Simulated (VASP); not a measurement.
Input of a VASP 6.6.1 run:

INCAR

```
ALGO     = Normal         # electronic algorithm
EDIFF    = 1E-7           # SCF threshold, eV
ENCUT    = 520            # plane-wave cutoff, eV
GGA      = PE             # functional
ISIF     = 2              # what is computed and relaxed
ISMEAR   = -1             # smearing method
LASPH    = True           # aspherical terms in the spheres
LCHARG   = True           # write CHGCAR
LELF     = True           # ELF
LREAL    = False          # projectors in reciprocal space
LVHAR    = True         
LWAVE    = False          # write WAVECAR
NBANDS   = 38             # bands
NELM     = 60             # most SCF steps
PREC     = Accurate       # precision mode
SIGMA    = 0.05           # smearing width, eV
```

File KPOINTS:

```
k-points
0
Gamma
  6 6 6
```

Contents of POSCAR:

```
GeBi3
1.0
    0.0000000000      3.8668210000      3.8668210000
    3.8668210000      0.0000000000      3.8668210000
    3.8668210000      3.8668210000      0.0000000000
Bi Ge
3 1
Direct
    0.4965450000      0.5036770000      0.4918910000
    0.7439910000      0.7531350000      0.7500080000
    0.2477040000      0.2495500000      0.2543180000
   -0.0014000000      0.0025150000     -0.0017910000
```

Potentials or basis: VASP PAW PBE potentials, release 64 (Bi_d, Ge_d).

Run with:

```console
$ cat potpaw_PBE.64/Bi_d/POTCAR potpaw_PBE.64/Ge_d/POTCAR > POTCAR
$ mpirun -np 1 vasp_std > vasp.out
```

**Question.** What does it give for the largest force?

**Answer.** 0.034 eV/Å.

**Question.** Predict the band gap on the k mesh.

**Answer.** None (metal or under the smearing width).

Forces in eV/Å, atoms in the order of the input:
```
Bi   0.002  0.005  0.004
Bi   0.009  0.009 -0.011
Bi   0.010  0.001 -0.016
Ge  -0.021 -0.015  0.023
```

Caveat: spin-orbit coupling is left out, which moves the levels of the heavy elements.
